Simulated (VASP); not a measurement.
All values below come from PBE GGA, VASP's PBE PAW potentials (set 64) (plane waves; VASP).

The input files of a VASP run:

File POSCAR:
```
Ni3Al
1
    3.5700000000     0.0000000000     0.0000000000
    0.0000000000     3.5700000000     0.0000000000
    0.0000000000     0.0000000000     3.5700000000
Al Ni
1 3
Direct
  0.0000000000   0.0000000000   0.0000000000
  0.0000000000   0.5000000000   0.5000000000
  0.5000000000   0.0000000000   0.5000000000
  0.5000000000   0.5000000000   0.0000000000
```

KPOINTS:
```
Automatic mesh
0
Monkhorst-Pack
2 2 2
0 0 0
```

**INCAR**
```
# general
SYSTEM  = Ni3Al
PREC    = Accurate
ENCUT   = 400   # plane-wave cut-off (eV)
LREAL   = .FALSE.
LASPH   = .TRUE.   # aspherical one-centre terms

# electronic loop
EDIFF   = 1E-6   # SCF stop (eV)
NELM    = 100   # most electronic steps
ALGO    = Normal   # blocked Davidson
LMAXMIX = 4   # l cut-off of mixed one-centre charges

# smearing
ISMEAR  = 1
SIGMA   = 0.1   # width (eV)

# functional
GGA     = PE

# spin
ISPIN   = 2   # spin-polarised
MAGMOM  = 0.0 3*0.5

# ions
ISIF    = 2

# output
LWAVE   = .FALSE.
LCHARG  = .FALSE.
LORBIT  = 10
```

POTCAR, in this order: Al Ni (PBE.64 set). Program: vasp_std.

What will the output report for the number of irreducible k-points (NKPTS), number of bands (NBANDS), largest plane-wave count, number of space-group operations, FFT grid (NGX, NGY, NGZ)?

```json
{
 "number of irreducible k-points (NKPTS)": "1",
 "number of bands (NBANDS)": "21",
 "largest_plane_wave_count": "838",
 "number_of_space_group_operations": "48",
 "FFT grid (NGX, NGY, NGZ)": "24 × 24 × 24"
}
```

The compound is Ni3Al in the L1_2 structure. The cell was not relaxed at this level. The k-mesh is coarse (spacing up to 0.88 per Å, 2π included), so the numbers may not be converged in it. The run is one of a series of settings (KPOINTS 2×2×2 Monkhorst-Pack mesh against the base run), some of them coarse on purpose.
